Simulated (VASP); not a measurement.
Crystal: BaFeO2.

```
Ba Fe O
1.0
     3.77069    0.00000    0.00000
     0.00000    4.24311    0.00000
     0.00000    0.00000    8.35709
Ba Fe O
2 2 4
Cartesian
  0.0000 2.1216 2.6947
  1.8853 0.0000 5.6623
  1.8853 0.0000 0.7572
  0.0000 2.1216 7.5999
  1.8853 2.1216 0.4655
  0.0000 0.0000 7.8916
  1.8853 0.0000 2.9024
  0.0000 2.1216 5.4547
```

The cell was built by a generator and needn't be a form met in nature.

- Program: VASP 6.6.1
- Task: relaxation of cell and atoms
- Functional: PBE
- Potentials or basis: VASP PAW PBE potentials, release 64 (Ba_sv, Fe, O)
- Cutoff: 520 eV
- k mesh: 4 × 3 × 2
- Occupations: gaussian, width 0.15 eV
- Spin: collinear spin, ferromagnetic start
- Starting moments: [0.0, 0.0, 3.0, 3.0, 0.0, 0.0, 0.0, 0.0] μB

At the start: pressure -6.6 GPa; volume 16.71 Å³/atom.

Task: Where does the relaxation end?

Result: Over 7 steps the energy falls by 40.9 meV/atom and the volume is 15.69 Å³/atom (-6.1 %); space group Pmmn (No. 59, to 0.05 Å); moment 8.00 μB per cell.

The path:
```
step  energy change (eV)  largest force (eV/Å)  pressure (GPa)  volume (Å³)
   1              0.0000                0.8812           -6.61       133.71
   2             -0.2405                0.2834            3.48       120.79
   3             -0.2659                0.4582            0.74       123.68
   4             -0.2977                0.2525            0.39       124.16
   5             -0.3129                0.2619            0.09       124.85
   6             -0.3252                0.1004           -0.29       125.29
   7             -0.3269                0.0514           -0.49       125.55
```

Final structure:
```
Ba Fe O
1.0
     3.71648    0.00000    0.00000
     0.00000    4.21354    0.00000
     0.00000    0.00000    8.01740
Ba Fe O
2 2 4
Direct
  0.00000 0.50000 0.32426
  0.50000 0.00000 0.67574
  0.50000 0.00000 0.08369
  0.00000 0.50000 0.91631
  0.50000 0.50000 0.04970
  0.00000 0.00000 0.95030
  0.50000 0.00000 0.33477
  0.00000 0.50000 0.66523
```

Caveat: the k mesh is coarse (spacing up to 0.49 Å⁻¹), so the values aren't converged; only a ferromagnetic start was run, and an antiferromagnetic order may lie lower in energy.
